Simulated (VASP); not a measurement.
```xyz
2
Lattice="0.0000 2.7250 2.7250 2.7250 0.0000 2.7250 2.7250 2.7250 0.0000" Properties=species:S:1:pos:R:3 pbc="T T T"
Ga     0.0000     0.0000     0.0000
P      1.3625     1.3625     1.3625
```

All values below come from PBE GGA, VASP's PBE PAW potentials (set 64) (plane waves; VASP). Settings: 800 eV cut-off, 8×8×8 Γ-centred mesh, Gaussian smearing of 0.050 eV, potentials Ga_d P.

Question: Estimate the energy per atom (σ→0), pressure.

Answer: 
```json
{
 "energy per atom (σ→0)": "-4.558 eV/atom",
 "pressure": "2.47 GPa"
}
```

Total energies compare only between runs with the same potentials, cut-off and functional.

The compound is GaP in the zinc blende structure. The cell was not relaxed at this level. The run is one of a series of settings (ENCUT = 800 against the base run), some of them coarse on purpose.
